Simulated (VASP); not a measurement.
Mg2ZnTeS2:

```
Mg Zn Te S
1.0
     5.03819    0.00000    0.00000
     0.00000    5.03819    0.00000
     0.00000    0.00000    6.14000
Mg Zn Te S
2 1 1 2
Direct
  0.00000 0.00000 0.50000
  0.00000 0.00000 0.00000
  0.50000 0.50000 0.50000
  0.50000 0.50000 0.00000
  0.00000 0.50000 0.94482
  0.50000 0.00000 0.05518
```

The cell was built by a generator and needn't be a form met in nature.

```yaml
Program: VASP 6.6.1
Task: relaxation of cell and atoms
Functional: PBE
Potentials_or_basis: VASP PAW PBE potentials, release 64 (Mg, Zn, Te, S)
Cutoff: 520 eV
k_mesh: 3 × 3 × 3
Occupations: gaussian, width 0.15 eV
Spin: no spin polarisation
```

At the start: pressure 3.7 GPa; volume 25.98 Å³/atom.

**Question.** Where does the relaxation end?

**Answer.** Over 13 steps the energy falls by 57.6 meV/atom and the volume is 30.64 Å³/atom (+18.0 %); space group P-4m2 (No. 115, to 0.05 Å).

The path:
```
step  energy change (eV)  largest force (eV/Å)  pressure (GPa)  volume (Å³)
   1              0.0000                0.3827            3.75       155.85
   2             -0.1744                0.2536            0.32       169.96
   3             -0.1761                0.2305           -0.66       172.90
   4             -0.1766                0.2425           -0.40       171.79
   5             -0.2468                0.2554           -0.08       174.18
   6             -0.3139                0.2871            0.21       179.18
   7             -0.3151                0.2999            0.59       179.65
   8             -0.3151                0.3042            0.54       180.56
   9             -0.3307                0.1504           -0.33       187.06
  10             -0.3310                0.1718           -0.31       186.68
  11             -0.3391                0.1316           -0.34       185.78
  12             -0.3436                0.0348           -0.03       183.11
  13             -0.3455                0.0021            0.14       183.84
```

Final structure:
```cif
data_structure
_symmetry_space_group_name_H-M 'P 1'
_symmetry_Int_Tables_number 1
_cell_length_a 5.0580
_cell_length_b 5.0580
_cell_length_c 7.1862
_cell_angle_alpha 90.000
_cell_angle_beta 90.000
_cell_angle_gamma 90.000
_cell_volume 183.84
loop_
_atom_site_label
_atom_site_type_symbol
_atom_site_fract_x
_atom_site_fract_y
_atom_site_fract_z
_atom_site_occupancy
Mg1 Mg 0.00000 0.00000 0.50000 1
Mg2 Mg 0.00000 0.00000 0.00000 1
Zn1 Zn 0.50000 0.50000 0.50000 1
Te1 Te 0.50000 0.50000 0.00000 1
S1 S 0.00000 0.50000 0.91603 1
S2 S 0.50000 0.00000 0.08397 1
```

Caveat: the volume moved by over 15 % at a fixed basis, so the end points are rough.
